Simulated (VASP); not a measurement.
Given:

```xyz
2
Lattice="3.2489 0.0000 0.0000 0.0000 3.2489 0.0000 0.0000 0.0000 3.2489" Properties=species:S:1:pos:R:3 pbc="T T T"
Hf     0.0000     0.0000     0.0000
Si     1.6244     1.6244     1.6244
```

The numbers are results of PBEsol GGA, VASP's PBE PAW potentials (set 64) (plane waves; VASP), not measurements. Run with 400 eV cut-off, Gaussian smearing of 0.050 eV, potentials Hf_pv Si.

Unless said otherwise, spin-orbit coupling is left out, though it shifts the bands of the heavy elements here.

Q: Estimate the band gap (along the path) with the smallest direct gap where there is one.

A: 
| Property | Value |
|---|---|
| band gap (along the path) | none (metal, semimetal or under 0.01 eV) |

Only differences to runs with the same potentials and settings are physical.

The structure was generated: HfSi was put into the CsCl type type (Pm-3m), which need not be its known phase. It was relaxed first, which changed the volume by -33 %.
